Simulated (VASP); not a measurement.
Data:

```
CELL_PARAMETERS angstrom
     -2.53999     2.53999     2.53999
      2.53999    -2.53999     2.53999
      2.53999     2.53999    -2.53999
ATOMIC_POSITIONS crystal
  Ba 0.00000 0.00000 0.00000
```

All values below come from r2SCAN meta-GGA, VASP's PBE PAW potentials (set 64) (plane waves; VASP). Settings: 480 eV cut-off, 10×10×10 Γ-centred mesh, first-order Methfessel-Paxton smearing of 0.10 eV, potentials Ba_sv.

Each row applies one change to this cell, which was relaxed at other settings and keeps the small stress of the first row; at a fixed cut-off the stress holds a Pulay part, so it need not integrate to ΔE exactly. Stress is in GPa, positive when the cell is compressed.

| change | ΔE (meV/atom) | σxx | σyy | σzz | largest shear component, with its sign (GPa) | largest force (eV/Å) |
|---|---|---|---|---|---|---|
| none | 0.0 | -0.03 | -0.03 | -0.03 | 0.00 | 0.000 |
| isotropic strain of +4.0 % | (withheld) | (withheld) | (withheld) | (withheld) | (withheld) | (withheld) |
| uniaxial strain of +0.5 % along z | 0.1 | -0.05 | -0.05 | -0.08 | 0.00 | 0.000 |
| biaxial strain of -3.0 % in the yz plane | 6.5 | 0.40 | 0.59 | 0.59 | 0.00 | 0.000 |
| biaxial strain of -1.0 % in the xz plane | 0.6 | 0.17 | 0.10 | 0.17 | 0.00 | 0.000 |
| isotropic strain of -4.0 % | (withheld) | (withheld) | (withheld) | (withheld) | (withheld) | (withheld) |
| isotropic strain of -0.5 % | 0.2 | 0.10 | 0.10 | 0.10 | 0.00 | 0.000 |

**Question.** Complete the blanks.

**Answer.** 
- isotropic strain of +4.0 %, ΔE (meV/atom): 22.9
- isotropic strain of +4.0 %, σxx: -0.83
- isotropic strain of +4.0 %, σyy: -0.83
- isotropic strain of +4.0 %, σzz: -0.83
- isotropic strain of +4.0 %, largest shear component, with its sign (GPa): 0.00
- isotropic strain of +4.0 %, largest force (eV/Å): 0.000
- isotropic strain of -4.0 %, ΔE (meV/atom): 25.9
- isotropic strain of -4.0 %, σxx: 1.24
- isotropic strain of -4.0 %, σyy: 1.24
- isotropic strain of -4.0 %, σzz: 1.24
- isotropic strain of -4.0 %, largest shear component, with its sign (GPa): 0.00
- isotropic strain of -4.0 %, largest force (eV/Å): 0.000

Failed runs are left out, and for metals the shear rows, which the mesh's noise covers.

The compound is Ba in the bcc structure.
